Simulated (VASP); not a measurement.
Energy against volume of SnTe (rock salt). Calculation: PW91 GGA, VASP's PBE PAW potentials (set 64) (plane waves; VASP). Numerical set-up: 520 eV cut-off, 7×7×7 Γ-centred mesh, Gaussian smearing of 0.050 eV, potentials Sn_d Te.

```tsv
V (Å³/atom)	E (eV/atom)
30.914	-3.79435
31.901	-3.80736
32.887	-3.81145
33.874	-3.80796
```

Fit these four points and predict the energy of the run at 34.861 Å³/atom.

A cubic in V^(−2/3), the third-order Birch-Murnaghan form, passes through the four points with V0 = 32.90 Å³/atom and B0 = 41 GPa, and gives -3.7980 eV/atom there. The run gave -3.7980 eV/atom, +0.0 meV/atom from the fit; all five points give B0 = 41 GPa.

The compound is SnTe in the rock salt structure, which distorts at low temperature. It was relaxed first.
